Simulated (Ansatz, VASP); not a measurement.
# Ti (free-standing square Ti monolayer, spacing 2.74 A): VASP beside Ansatz, part 2 of 2

One calculation is typed for both programs; each brings its own data sets. How far apart do they land? The cell is taken from a series of runs on this material, whose earlier steps may have relaxed, scaled, displaced or heated it; both programs get it as it stands.

VASP 6.6.1 and Ansatz 0.2.0.

So far: The structure; Ansatz: single point, PBE, pair 1; VASP: single point, PBE, pair 1.

## (3) VASP: single point, PBE, pair 1 (continued)

Level of this step: PBE, spin-polarised from a ferromagnetic start; plane waves and PAW (Ti_sv) (VASP).

Numbers of over 12 decimals in the logs are rounded to 6 here.

From OUTCAR (step 3):

```text
ion  position               nearest neighbor table
   1  0.000  0.000  0.500-

  LATTYP: Found a simple tetragonal cell.
 ALAT       =     2.7400000000
 C/A-ratio  =     5.1094890511

 Subroutine GETGRP returns: Found 16 space group operations
 (whereof 16 operations were pure point group operations)

The static configuration has the point symmetry D_4h.

 Found     21 irreducible k-points:

   k-points           NKPTS =     21   k-points in BZ     NKDIM =     21   number of bands    NBANDS=     13

   dimension x,y,z NGX =    18 NGY =   18 NGZ =   96
   dimension x,y,z NGXF=    36 NGYF=   36 NGZF=  192

   ENCUT  =  400.0 eV  29.40 Ry    5.42 a.u.   4.47  4.47 22.83*2*pi/ulx,y,z

   NELECT =      12.0000    total number of electrons

 k-points in reciprocal lattice and weights: Automatic mesh
   0.00000000  0.00000000  0.00000000       0.010
   0.10000000  0.00000000  0.00000000       0.040
   0.20000000  0.00000000  0.00000000       0.040
   0.30000000  0.00000000  0.00000000       0.040
   0.40000000  0.00000000  0.00000000       0.040
   0.50000000  0.00000000  0.00000000       0.020
   0.10000000  0.10000000  0.00000000       0.040
   0.20000000  0.10000000  0.00000000       0.080
   0.30000000  0.10000000  0.00000000       0.080
[...]
0.50000000  0.40000000  0.00000000       0.040
   0.50000000  0.50000000  0.00000000       0.010

 average (electrostatic) potential at core
       1 -82.8162

 E-fermi :  -1.8480

 spin component 1
 k-point     1 :       0.0000    0.0000    0.0000
  band No.  band energies     occupation
    ...
      4     -35.1693      1.00000
      5      -6.1233      1.00000
      6      -3.4065      1.00000
      7      -2.5641      0.99922
      8      -2.1192      0.93774
      9      -0.2070      0.00000
     10      -0.2070      0.00000
     11       1.1707      0.00000
     12       1.6519      0.00000
     13       2.5270      0.00000

 k-point     2 :       0.1000    0.0000    0.0000
  band No.  band energies     occupation
    ...
      4     -35.1644      1.00000
      5      -5.8788      1.00000
      6      -3.2691      1.00000
      7      -2.4504      0.99759
      8      -2.1876      0.96759
      9      -0.1849      0.00000
     10      -0.1561      0.00000
     11       1.0090      0.00000
     12       1.8367      0.00000
     13       2.7703      0.00000

 k-point     3 :       0.2000    0.0000    0.0000
  band No.  band energies     occupation
    ...
      4     -35.1516      1.00000
      5      -5.2071      1.00000
      6      -2.9020      0.99997
      7      -2.4405      0.99733
      8      -2.1037      0.92806
      9      -0.1268      0.00000
     10       0.1739      0.00000
     11       0.6125      0.00000
     12       2.3900      0.00000
     13       3.4436      0.00000

 k-point     4 :       0.3000    0.0000    0.0000
  band No.  band energies     occupation
    ...
      3     -35.5642      1.00000
      4     -35.1357      1.00000
      5      -4.3078      1.00000
      6      -2.8105      0.99993
      7      -2.3966      0.99587
      8      -1.5640      0.05522
      9      -0.0536      0.00000
     10       0.1655      0.00000
     11       0.9267      0.00000
     12       3.3075      0.00000
    ...

 k-point     5 :       0.4000    0.0000    0.0000
  band No.  band energies     occupation
    ...
      2     -35.8552      1.00000
      3     -35.7106      1.00000
      4     -35.1228      1.00000
      5      -3.5456      1.00000
      6      -3.1146      1.00000
      7      -1.7591      0.29125
      8      -1.0745      0.00044
      9      -0.1684      0.00000
     10       0.0065      0.00000
     11       2.0046      0.00000
    ...

 k-point     6 :       0.5000    0.0000    0.0000
  band No.  band energies     occupation
    ...
      2     -35.8487      1.00000
      3     -35.7659      1.00000
      4     -35.1179      1.00000
      5      -3.2693      1.00000
      6      -3.2290      1.00000
      7      -1.2642      0.00291
      8      -0.9838      0.00018
      9      -0.2904      0.00000
     10       0.0296      0.00000
     11       2.7933      0.00000
    ...

  Total       -1.4386467     -1.4386467     -0.0882389      0.0000000      0.0000000     -0.0000000
  in kB      -21.9298462    -21.9298462     -1.3450588      0.0000000      0.0000000     -0.0000000
  external PRESSURE =     -15.0682504 kB  Pullay stress =       0.0000000 kB

  energy-cutoff  :      400.00
  volume of cell :      105.11
      direct lattice vectors                 reciprocal lattice vectors
     2.740000000  0.000000000  0.000000000     0.364963504  0.000000000  0.000000000
     0.000000000  2.740000000  0.000000000     0.000000000  0.364963504  0.000000000
     0.000000000  0.000000000 14.000000000     0.000000000  0.000000000  0.071428571

 POSITION                                       TOTAL-FORCE (eV/Angst)
 -----------------------------------------------------------------------------------
      0.00000      0.00000      7.00000         0.000000      0.000000      0.000000
 -----------------------------------------------------------------------------------
    total drift:                                0.000000      0.000000      0.000000

  FREE ENERGIE OF THE ION-ELECTRON SYSTEM (eV)
  ---------------------------------------------------
  free  energy   TOTEN  =        -5.6755074530 eV

  energy  without entropy=       -5.5972453143  energy(sigma->0) =       -5.63637638

 total charge
# of ion       s       p       d       tot
------------------------------------------
    1        2.230   6.025   1.927  10.181

 magnetization (x)
# of ion       s       p       d       tot
------------------------------------------
    1        0.015   0.038   1.038   1.091

[... 6 further parts left out ...]
```

## (4) Comparison

Known differences besides the potentials themselves: VASP starts from the moments at which Ansatz ended; the cutoff is 420 eV in Ansatz and 400 eV in VASP; site moments are counted in spheres of each program's own size. Total energies have different zeros and are not compared.

Compared:

```csv
quantity,Ansatz,VASP,difference
total moment (μB),1.66,1.67,-0.01
moment on Ti1 (μB),1.08,1.09,-0.01
```

With vacuum in the cell, a pressure given here is an average over mostly empty space and none of the material.

## (5) Ansatz: single point, PBE, pair 2

With cell and atoms fixed, the geometry can't cause a difference; cores, projectors, grids and the points listed under the comparison can.

The cell is taken from a series of runs on this material, whose earlier steps may have relaxed, scaled, displaced or heated it; both programs get it as it stands.

input.yaml reads:

```yaml
crystal:
  lattice:
    - [2.74, 0.0, 0.0]
    - [0.0, 2.74, 0.0]
    - [0.0, 0.0, 14.0]
  atoms:
    - { symbol: Ti, position: [0.0, 0.0, 0.5], spin: 1.08 }
magnetization:
  spin_polarized: true
kpoints:
  mp_grid: { grid: [20, 20, 1] }
hamiltonian:
  xc: pbe
  pseudopotentials: { kind: paw, azcp: { folder: soft_1 } }
scf:
  occupations: { method: fermi_dirac, width: 0.1 }
  max_iter: 120
  convergence: { dr2_threshold: 1.0e-08 }
  lower_state_search: "off"
basis:
  ecutwfc: 420.0
checkpoint:
  read: start
  write: ck
  compress: false
  write_wavefunctions: false
  write_every: 100000
```

The run is started by

```
$ ansatz run input.yaml --threads 4 --pin off --max-ram 8192MiB --backend cpu --events-out ev --progress --plain --runs-dir out
```

What it wrote:

```text
[...]
SCF converged after 8 iterations
Magnetization: 1.7093 μB (6.8547 up, 5.1453 down)
Absolute magnetization: 1.7101 μB (∫|ρ↑−ρ↓|, with the PAW one-centre terms)
[...]
Per-site moments (μB) at R_I (Å): [(1.103762, 1.130250)]
Free energy (F): -2497.513139 eV
[...]
Internal energy: -2497.438850 eV  (E = F + TS)
E sigma→0 (E₀):  -2497.475995 eV
Entropy (-TS):   -0.074289 eV (-74.289 meV/atom)
Fermi energy:    -1.025432 eV
[...]
```

## (6) VASP: single point, PBE, pair 2

The same cell, functional, mesh and smearing now go to VASP, with its own data sets.

INCAR reads:

```
SYSTEM = Ti
PREC = Accurate
ENCUT = 400
EDIFF = 1E-06
NELM = 200
ISMEAR = -1
SIGMA = 0.1
LREAL = .FALSE.
ALGO = Normal
GGA = PE
NBANDS = 13
ISPIN = 2
MAGMOM = 1.1
LASPH = .TRUE.
LMAXMIX = 4
LORBIT = 11
LWAVE = .FALSE.
LCHARG = .FALSE.
ISIF = 2
GGA_COMPAT = .FALSE.
```

POSCAR reads:

```
Ti
1.0
    2.7400000000      0.0000000000      0.0000000000
    0.0000000000      2.7400000000      0.0000000000
    0.0000000000      0.0000000000     14.0000000000
Ti
1
Direct
    0.0000000000      0.0000000000      0.5000000000
```

KPOINTS reads:

```
Automatic mesh
0
Gamma
20 20 1
0 0 0
```

Potentials, in the order of the species: Ti_sv (PBE family, release 64).

The run is started by

```
$ mpirun -np 1 vasp_std
```

What it wrote:

```text
[... set-up lines as in an earlier step ...]
 entering main loop
       N       E                     dE             d eps       ncg     rms          rms(c)
DAV:   1     0.551578513481E+02    0.55158E+02   -0.60002E+03  4352   0.607E+02
DAV:   2     0.195925635473E+01   -0.53199E+02   -0.51053E+02  4246   0.183E+02
DAV:   3    -0.587674654210E+01   -0.78360E+01   -0.76400E+01  5851   0.524E+01
DAV:   4    -0.626115248663E+01   -0.38441E+00   -0.38355E+00  4137   0.108E+01
[...]
DAV:  23    -0.567856513069E+01   -0.13702E-04   -0.14634E-06  3618   0.622E-03    0.134E-03
DAV:  24    -0.567856738631E+01   -0.22556E-05   -0.35341E-07  3287   0.336E-03    0.500E-04
DAV:  25    -0.567856798777E+01   -0.60146E-06   -0.64272E-08  2967   0.130E-03
   1 F= -.56785680E+01 E0= -.56413554E+01  d E =-.744251E-01  mag=     1.7200
```

From OUTCAR (step 6):

```text
  Total       -1.4224589     -1.4224589     -0.0873099      0.0000000     -0.0000000      0.0000000
  in kB      -21.6830882    -21.6830882     -1.3308977      0.0000000     -0.0000000      0.0000000
  external PRESSURE =     -14.8990247 kB  Pullay stress =       0.0000000 kB

  FREE ENERGIE OF THE ION-ELECTRON SYSTEM (eV)
  ---------------------------------------------------
  free  energy   TOTEN  =        -5.6785679878 eV

  energy  without entropy=       -5.6041428419  energy(sigma->0) =       -5.64135541

 magnetization (x)
# of ion       s       p       d       tot
------------------------------------------
    1        0.015   0.041   1.065   1.120

[... 2 parts as in an earlier step ...]

[... 2 further parts left out ...]
[key lines of the parts left out:]
E-fermi :  -1.8434
```

## (7) Differences

Compared:

```csv
quantity,Ansatz,VASP,difference
total moment (μB),1.71,1.72,-0.01
moment on Ti1 (μB),1.10,1.12,-0.02
```

With vacuum in the cell, a pressure given here is an average over mostly empty space and none of the material.

## (8) What came out

```
difference in total moment (single point, PBE, pair 1) : -0.0091 μB
difference in total moment (single point, PBE, pair 2) : -0.011 μB
```

**Reading.** The difference in total moment is -0.0091 μB (single point, PBE, pair 1). Such differences can come from data sets, numerical settings and the points named under the comparisons, not from the functional's error against experiment.

[Lines on the potential files, build, host, timing and source positions are cut from VASP's logs without a mark.]

[Logs are printed without paths, hosts, clocks, repeated set-up lines and the standing remarks that a program may print on its own settings, such as how far it seeks lower states.]

[Hosts, paths, dates, database ids (printed as entryN), source tags and the programs' standing remarks are cut or masked in the printed files.]
